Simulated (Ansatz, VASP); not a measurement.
# Mo2N: VASP beside Ansatz

Wanted: the spread between two codes on one cell, functional and k mesh. The cell is taken from a series of runs on this material, whose earlier steps may have relaxed, scaled, displaced or heated it; both programs get it as it stands.

Calculated with Ansatz 0.2.0; plane waves, with VASP 6.6.1 beside it; PBEsol, DFT+U.

### Step 1. The starting structure

It takes space group R-3m (No. 166, trigonal). Conventional cell: a = 2.882 Å, b = 2.882 Å, c = 15.006 Å, α = 90.00°, β = 90.00°, γ = 120.00°. Nearest to Mo lie 3 N at 2.15 Å. N has 6 Mo at 2.15 Å nearest. Farther neighbours and most contacts between anions are not listed.

Coordinates:

```
Mo N
1.0
     1.44078    0.83184    5.00210
    -1.44078    0.83184    5.00210
     0.00000   -1.66367    5.00210
Mo N
2 1
Direct
  0.24289 0.24289 0.24289
  0.75711 0.75711 0.75711
  0.00000 0.00000 0.00000
```

### Step 2. Ansatz: single point, PBEsol, DFT+U, pair 1

Ansatz runs on its PAW soft_1 files.

A single point takes one fixed geometry, so differences don't come from the geometry; what else differs is listed under the comparison.

Contents of input.yaml:

```yaml
crystal:
  lattice:
    - [1.4407811828, 0.8318354038, 5.0020960731]
    - [-1.4407811828, 0.8318354038, 5.0020960731]
    - [0.0, -1.6636708075, 5.0020960731]
  atoms:
    - { symbol: Mo, position: [0.24289148, 0.24289148, 0.24289148], spin: 0.1285 }
    - { symbol: Mo, position: [0.75710852, 0.75710852, 0.75710852], spin: 0.1285 }
    - { symbol: "N", position: [0.0, 0.0, 0.0] }
magnetization:
  spin_polarized: true
  initial_magnetization: 0.257
  spin_locking: { lock_magnetization: hard }
kpoints:
  mp_grid: { grid: [16, 16, 16] }
hamiltonian:
  xc: pbesol
  hubbard:
    projectors: ortho-atomic
    sites: [{ species: Mo, l: d, u_eff: 2.0 }]
  pseudopotentials: { kind: paw, azcp: { folder: soft_1 }, xc_functional: pbe }
scf:
  occupations: { method: fermi_dirac, width: 0.05 }
  max_iter: 120
  convergence: { dr2_threshold: 1.0e-08 }
basis:
  ecutwfc: 420.0
```

On the command line:

```sh
$ ansatz run input.yaml --threads 1 --pin off --max-ram 2560MiB --backend cpu --events-out ev --progress --plain --runs-dir out
```

Numbers of over 12 decimals in the logs are rounded to 6 here.

What it wrote:

```text
basis.fft_grid_basis auto: the FFT boxes are laid along the combinations [[1, 0, -1], [0, 1, -1], [0, 0, 1]] of the cell's own vectors, 2.882, 2.882 and 5.272 Å long. The dense box has 20×20×36 points. Along the cell's own vectors, as sized, it would have 36×36×36, 3.24 times as many. Of the 12 symmetry operations that the crystal satisfies within crystal.symmetry.tolerance (time reversal apart; of a slab, those that [...]
Engine: ansatz 0.2.0, aarch64-unknown-linux-gnu
Pseudopotentials: kind: paw
Pseudopotential: Mo, paw, valence charge 14, recommended cutoff 420 eV (normal), soft_1/Mo.paw.azcp
Pseudopotential: N, paw, valence charge 5, recommended cutoff 420 eV (normal), soft_1/N.paw.azcp
Functional definition: PBEsol
  exchange = pbesol_x
  correlation = pbesol_c
Crystal: 3 atoms, lattice volume = 35.970 Å³
Basis set: ecut = 420 eV, 695 PW (Γ), FFT grids on a1−a3, a2−a3, a3
Bands: 21, of which v1, the nominal top of the filled ones, is band 17 counted from 1 (16 counted from 0)
Symmetry: 12 space group operations
Space group: R-3m (ITA 166), of the structure as read, at distance tolerance 3.3e-5 Å
Magnetic group: BNS 166.97 (UNI 1327), of the structure as read, at distance tolerance 3.3e-5 Å
k-points: 417 of 4096
Non-local potential: Mo, projectors of the file, l = 0: 3, l = 1: 2, l = 2: 2, l = 3: 1
Non-local potential: N, projectors of the file, l = 0: 2, l = 1: 2, l = 2: 1
PAW form: soft (Blöchl's): semilocal exchange-correlation on the pseudo side does not see the compensation charge
PAW frozen core: Mo, regenerated for the run's functional, and the local potential with it (the file was generated under x = pbe(κ = 0.804, μ = 0.219515), c = pbe(β = 0.066725))
PAW frozen core: N, regenerated for the run's functional, and the local potential with it (the file was generated under x = pbe(κ = 0.804, μ = 0.219515), c = pbe(β = 0.066725))
PAW one-centre angular grid: Mo, 590 points (default); XC on 64 Gauss nodes
PAW one-centre angular grid: N, 110 points (default); XC on 64 Gauss nodes
Initial density: superposition of atomic densities (chi_scale 0.1, normalization cell, long waves kept (reshape's long-wave potential 0.07 eV rms))
Starting moments: Σ|m| = 0.257 μB on 2 of 3 sites
Initial wavefunctions: pseudopotential atomic-orbital guess
Functional: x = pbesol(κ = 0.804, μ = 0.123457), c = pbesol(β = 0.046)
SCF iter   1: F=—  HF=-10171.381187 eV  |F-HF|=—  |Δ(HF+E_count)|=         —  Δρ=5.97e-2 (↑5.97e-2 ↓5.73e-2)  dr2=5.88e0  dr2_m=3.04e-3  M=0.257 μB ∫|m|=0.257 μB  β_m=0.30  ethr=3.10e-3  ⟨swp⟩=5.5  Hψ=71036  notcnv=0
preconditioner: auto → Kerker (q_TF=auto, 2.689 Å⁻¹)  [metal: Δε(μ)=0.006 eV  Ē_g=8.010 eV  σ=0.050 eV  W_gap=0.03  n_scr=16 (ndim 8)  ℏωp=25.5 eV  f_vac=0.000  D(μ)=1.91/eV (n_scr^D=22)]
spin=Collinear: Kerker preconditioning applied to the charge; magnetization (m = ρ↑ − ρ↓) channel mixes plain (no charge-response kernel on spin).
SCF iter   2: F=—  HF=-10170.393566 eV  |F-HF|=—  |Δ(HF+E_count)|=   9.88e-1  Δρ=3.72e-2 (↑3.72e-2 ↓3.60e-2)  dr2=2.45e0  dr2_m=1.47e-3  M=0.257 μB ∫|m|=0.257 μB  β_m=0.50  ethr=3.10e-3  ⟨swp⟩=2.5  Hψ=34194  notcnv=0  defer=1
SCF iter   3: F=—  HF=-10169.744515 eV  |F-HF|=—  |Δ(HF+E_count)|=   6.49e-1  Δρ=1.25e-2 (↑1.24e-2 ↓1.25e-2)  dr2=3.96e-1  dr2_m=1.29e-4  M=0.257 μB ∫|m|=0.260 μB  β_m=0.71  ethr=3.10e-3  ⟨swp⟩=2.7  Hψ=32001  notcnv=0  defer=1
SCF iter   4: F=—  HF=-10169.657786 eV  |F-HF|=—  |Δ(HF+E_count)|=   8.67e-2  Δρ=2.33e-3 (↑2.32e-3 ↓2.33e-3)  dr2=1.90e-2  dr2_m=1.10e-5  M=0.257 μB ∫|m|=0.263 μB  β_m=0.85  ethr=1.20e-3  ⟨swp⟩=2.0  Hψ=29603  notcnv=0  defer=8
SCF iter   5: F=—  HF=-10169.653385 eV  |F-HF|=—  |Δ(HF+E_count)|=   4.40e-3  Δρ=6.34e-4 (↑6.16e-4 ↓6.34e-4)  dr2=7.34e-4  dr2_m=1.12e-6  M=0.257 μB ∫|m|=0.264 μB  β_m=0.93  ethr=5.75e-5  ⟨swp⟩=2.0  Hψ=27292  notcnv=0  defer=8
SCF iter   6: F=—  HF=-10169.653231 eV  |F-HF|=—  |Δ(HF+E_count)|=   1.54e-4  Δρ=1.00e-4 (↑9.66e-5 ↓1.00e-4)  dr2=1.10e-5  dr2_m=7.08e-8  M=0.257 μB ∫|m|=0.264 μB  β_m=0.96  ethr=2.23e-6  ⟨swp⟩=2.0  Hψ=23674  notcnv=0  defer=8
SCF iter   7: F=—  HF=-10169.653230 eV  |F-HF|=—  |Δ(HF+E_count)|=   7.29e-7  Δρ=2.65e-5 (↑2.65e-5 ↓2.50e-5)  dr2=7.65e-7  dr2_m=9.94e-9  M=0.257 μB ∫|m|=0.265 μB  β_m=0.98  ethr=3.34e-8  ⟨swp⟩=2.1  Hψ=27905  notcnv=0  defer=8
SCF iter   8: F=—  HF=-10169.653230 eV  |F-HF|=—  |Δ(HF+E_count)|=   3.66e-8  Δρ=3.98e-6 (↑3.95e-6 ↓3.98e-6)  dr2=1.19e-8  dr2_m=9.51e-10  M=0.257 μB ∫|m|=0.265 μB  β_m=0.99  ethr=2.32e-9  ⟨swp⟩=2.1  Hψ=23838  notcnv=0  defer=8
[...]
Symmetry: 4 space group operations
k-points: 1098 of 4096
Initial density: read from a saved state, or passed on in memory by an earlier SCF of this step, an earlier step, the calling program or the single point that the run made first
Starting moments: Σ|m| = 0.257 μB on 2 of 3 sites; this step starts from the density that it was given
SCF iter   1: F=—  HF=-10168.411928 eV  |F-HF|=—  |Δ(HF+E_count)|=         —  Δρ=1.52e-2 (↑1.51e-2 ↓1.52e-2)  dr2=1.43e-1  dr2_m=4.03e-4  M=0.257 μB ∫|m|=0.258 μB  β_m=0.30  ethr=3.03e-6  ⟨swp⟩=1.0  Hψ=321725  notcnv=0
preconditioner: auto → Kerker (q_TF=auto, 2.689 Å⁻¹)  [metal: Δε(μ)=0.001 eV  Ē_g=7.413 eV  σ=0.050 eV  W_gap=0.01  n_scr=16 (ndim 8)  ℏωp=25.5 eV  f_vac=0.000  D(μ)=1.78/eV (n_scr^D=16)]
spin=Collinear: Kerker preconditioning applied to the charge; magnetization (m = ρ↑ − ρ↓) channel mixes plain (no charge-response kernel on spin).
SCF iter   2: F=—  HF=-10168.385919 eV  |F-HF|=—  |Δ(HF+E_count)|=   2.60e-2  Δρ=1.08e-2 (↑1.06e-2 ↓1.08e-2)  dr2=7.13e-2  dr2_m=2.23e-4  M=0.257 μB ∫|m|=0.258 μB  β_m=0.64  ethr=3.03e-6  ⟨swp⟩=1.0  Hψ=253069  notcnv=0
[...]
preconditioner: auto → Kerker (q_TF=auto, 2.689 Å⁻¹)  [metal: Δε(μ)=0.003 eV  Ē_g=7.493 eV  σ=0.050 eV  W_gap=0.02  n_scr=16 (ndim 8)  ℏωp=25.5 eV  f_vac=0.000  D(μ)=1.71/eV (n_scr^D=16)]
spin=Collinear: Kerker preconditioning applied to the charge; magnetization (m = ρ↑ − ρ↓) channel mixes plain (no charge-response kernel on spin).
[...]
SCF iter   8: F=—  HF=-10168.358360 eV  |F-HF|=—  |Δ(HF+E_count)|=  7.24e-10  Δρ=3.84e-7 (↑3.84e-7 ↓3.79e-7)  dr2=1.27e-10  dr2_m=1.73e-13  M=0.257 μB ∫|m|=0.258 μB  β_m=0.99  ethr=2.85e-11  ⟨swp⟩=1.0  Hψ=122475  notcnv=0
SCF iter   9: F=—  HF=-10168.358360 eV  |F-HF|=—  |Δ(HF+E_count)|=  7.28e-12  Δρ=6.75e-8 (↑6.75e-8 ↓6.68e-8)  dr2=4.49e-12  dr2_m=1.21e-14  M=0.257 μB ∫|m|=0.258 μB  β_m=0.99  ethr=1.00e-12  ⟨swp⟩=1.0  Hψ=104761  notcnv=0
Mixer restart at iter 9: flushing history
SCF iter  10: F=—  HF=-10168.358521 eV  |F-HF|=—  |Δ(HF+E_count)|=         —  Δρ=4.10e-6 (↑4.10e-6 ↓4.03e-6)  dr2=1.82e-8  dr2_m=1.45e-11  M=0.257 μB ∫|m|=0.258 μB  β_m=0.99  ethr=1.00e-12  ⟨swp⟩=3.0  Hψ=110146  notcnv=0
SCF iter  11: F=—  HF=-10169.595604 eV  |F-HF|=—  |Δ(HF+E_count)|=    1.24e0  Δρ=1.13e-2 (↑1.13e-2 ↓1.10e-2)  dr2=8.18e-2  dr2_m=2.79e-4  M=0.257 μB ∫|m|=0.261 μB  β_m=0.02  ethr=1.00e-12  ⟨swp⟩=1.0  Hψ=278587  notcnv=0
SCF iter  12: F=—  HF=-10169.598151 eV  |F-HF|=—  |Δ(HF+E_count)|=   2.55e-3  Δρ=1.11e-2 (↑1.11e-2 ↓1.08e-2)  dr2=7.88e-2  dr2_m=2.71e-4  M=0.257 μB ∫|m|=0.261 μB  β_m=0.02  ethr=1.00e-12  ⟨swp⟩=1.0  Hψ=227759  notcnv=0
SCF iter  13: F=—  HF=-10169.597319 eV  |F-HF|=—  |Δ(HF+E_count)|=   8.32e-4  Δρ=1.07e-2 (↑1.07e-2 ↓1.03e-2)  dr2=7.26e-2  dr2_m=2.52e-4  M=0.257 μB ∫|m|=0.261 μB  β_m=0.04  ethr=1.00e-12  ⟨swp⟩=1.0  Hψ=222292  notcnv=0
SCF iter  14: F=—  HF=-10169.595866 eV  |F-HF|=—  |Δ(HF+E_count)|=   1.45e-3  Δρ=9.61e-3 (↑9.61e-3 ↓9.31e-3)  dr2=5.82e-2  dr2_m=2.12e-4  M=0.257 μB ∫|m|=0.261 μB  β_m=0.05  ethr=1.00e-12  ⟨swp⟩=1.0  Hψ=241366  notcnv=0
SCF iter  15: F=—  HF=-10169.597262 eV  |F-HF|=—  |Δ(HF+E_count)|=   1.40e-3  Δρ=7.41e-3 (↑7.41e-3 ↓7.23e-3)  dr2=3.52e-2  dr2_m=1.46e-4  M=0.257 μB ∫|m|=0.262 μB  β_m=0.24  ethr=1.00e-12  ⟨swp⟩=1.0  Hψ=265717  notcnv=0
SCF iter  16: F=—  HF=-10169.619184 eV  |F-HF|=—  |Δ(HF+E_count)|=   2.19e-2  Δρ=3.73e-3 (↑3.73e-3 ↓3.71e-3)  dr2=9.39e-3  dr2_m=5.59e-5  M=0.257 μB ∫|m|=0.262 μB  β_m=0.84  ethr=1.00e-12  ⟨swp⟩=1.0  Hψ=295156  notcnv=0
SCF converged after 10 iterations
Stability checked in part: among states of this total moment the steps that led to this state did not find it unstable. No probe was made; neither looks for a lower state of another moment (fixed_total_moment; see scf.lower_state_search)
Magnetization: 0.2570 μB (16.6285 up, 16.3715 down)
Absolute magnetization: 0.2646 μB (∫|ρ↑−ρ↓|, with the PAW one-centre terms)
Spin contamination: 0.0008 ħ² per cell (⟨S²⟩ above its minimum at these occupations)
Per-site moments (μB) at R_I (Å): [(0.080857, 0.885654), (0.080857, 0.885654), (-0.00237279, 0.885654)]
Free energy (F): -10169.653230 eV
Harris-Foulkes:  -10169.653230 eV  (|F-HF|=2.36e-11)
Internal energy: -10169.639506 eV  (E = F + TS)
E sigma→0 (E₀):  -10169.646368 eV
Entropy (-TS):   -0.013724 eV (-4.575 meV/atom)
Fermi energy:    20.534586 (↑ 20.611687, ↓ 20.457485) eV
--- Per-component energies (eV) ---
  E_band       = -81.074763
  E_kinetic    = 972.690555
  E_local      = -1635.170566  (includes V_loc(G=0)·N_el)
  E_nonlocal   = 334.718375
  E_hartree    = 550.777823
  E_xc         = -409.422193
  E_vxc        = -513.610349  (∫ρ·V_xc dr)
  E_hubbard    = 4.901254  (on-site DFT+U / exact-exchange correction)
  E_vhub       = -0.378647  (the Hubbard potential's part of the band-sum identity)
  E_paw        = -6431.133854  (= ΣΔE_a)
  E_vpaw       = -340.880638  (= ΣTr[D̂ρ^β])
  E_aug_tail   = 0.000899  (compensation charges beyond the density's cutoff)
  E_ewald      = -3557.448498
  E_core_change = 0.446699  (= ΣΔE_core)
  E_smearing   = -0.013724  (= −TS)
  E_closure    = 0.000000  (closes the sum)
  Σ components = -10169.653230   (vs F -10169.653230, Δ=0.00e0)
Occupation matrices written to <dir>
```

(Continued in part 2 of 3.)

[Lines on the potential files, build, host, timing and source positions are cut from VASP's logs without a mark.]

[Logs are printed without paths, hosts, clocks, repeated set-up lines and the standing remarks that a program may print on its own settings, such as how far it seeks lower states.]

[Hosts, paths, dates, database ids (printed as entryN), source tags and the programs' standing remarks are cut or masked in the printed files.]
